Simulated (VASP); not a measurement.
Method: LDA (Ceperley-Alder, Perdew-Zunger), VASP's LDA PAW potentials (set 64) (plane waves; VASP).

Input for VASP

**KPOINTS**
```
Automatic
0
gamma
  5 5 5
0 0 0
```

### INCAR
```
ALGO  =  Normal
EDIFF  =  1E-8
EDIFFG  =  -0.001
ENCUT  =  520
IBRION  =  1
ISIF  =  2
ISMEAR  =  0
LASPH  =  .True.
LCHARG  =  .False.
LMAXMIX  =  4
LREAL  =  .False.
LWAVE  =  .False.
NELM  =  100
NSW  =  30
PREC  =  Accurate
SIGMA  =  0.05
SYSTEM  =  KZnF3
```

### POSCAR
```
KZnF3
1.0
  3.9794619424   0.0000000000   0.0000000000
  0.0000000000   3.9794619424   0.0000000000
  0.0000000000   0.0000000000   3.9794619424
K Zn F
1 1 3
Direct
  0.0000000000   0.0000000000   0.0000000000
  0.5000000000   0.5000000000   0.5000000000
  0.5000000000   0.0000000000   0.5000000000
  0.0000000000   0.5000000000   0.5000000000
  0.5000000000   0.5000000000   0.0000000000
```

POTCAR, in this order: K_sv Zn F (LDA.64 set). Program: vasp_std.

Problem. What will the output report for the number of irreducible k-points (NKPTS), largest plane-wave count, number of space-group operations, FFT grid (NGX, NGY, NGZ)?

Solution. 
| Item | Value |
|---|---|
| number of irreducible k-points (NKPTS) | 10 |
| largest plane-wave count | 1743 |
| number of space-group operations | 48 |
| FFT grid (NGX, NGY, NGZ) | 30 × 30 × 30 |

The compound is KZnF3 in the cubic perovskite structure. It was relaxed first, which changed the volume by -5 %. The start is the result of an earlier pass.
